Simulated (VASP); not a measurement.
AlSn:

```
Sn Al
1.0
     4.19811    0.00000    0.00000
    -2.09905    3.63567    0.00000
     0.00000    0.00000    3.30685
Sn Al
1 1
Direct
  0.33333 0.66667 0.50000
  0.00000 0.00000 0.00000
```

The cell comes from a database or a generator and needn't be the stable form of this composition.

* Program: VASP 6.6.1
* Task: relaxation of cell and atoms
* Functional: PBE
* Dispersion: D3(BJ)
* Potentials or basis: VASP PAW PBE potentials, release 64 (Sn_d, Al)
* Cutoff: 600 eV
* k mesh: 6 × 6 × 8
* Occupations: fermi-dirac, width 0.05 eV
* Spin: no spin polarisation

At the start: pressure -1.7 GPa; volume 25.24 Å³/atom.

Problem. How do energy, volume and symmetry change on relaxing?

Solution. Over 5 steps the energy falls by 6.2 meV/atom and the volume is 24.30 Å³/atom (-3.7 %); space group P-6m2 (No. 187, to 0.05 Å).

The path:
```
step  energy change (eV)  largest force (eV/Å)  pressure (GPa)  volume (Å³)
   1              0.0000                0.0000           -1.74        50.47
   2             -0.0120                0.0000            0.20        48.50
   3             -0.0120                0.0000            0.13        48.56
   4             -0.0125                0.0000           -0.03        48.60
   5             -0.0125                0.0000           -0.01        48.59
```

Final structure:
```
Sn Al
1.0
     4.12532    0.00000    0.00000
    -2.06266    3.57264    0.00000
     0.00000    0.00000    3.29715
Sn Al
1 1
Direct
  0.33333 0.66667 0.50000
  0.00000 0.00000 0.00000
```

Caveat: pairwise dispersion overbinds metals, which lowers pressure and volume.
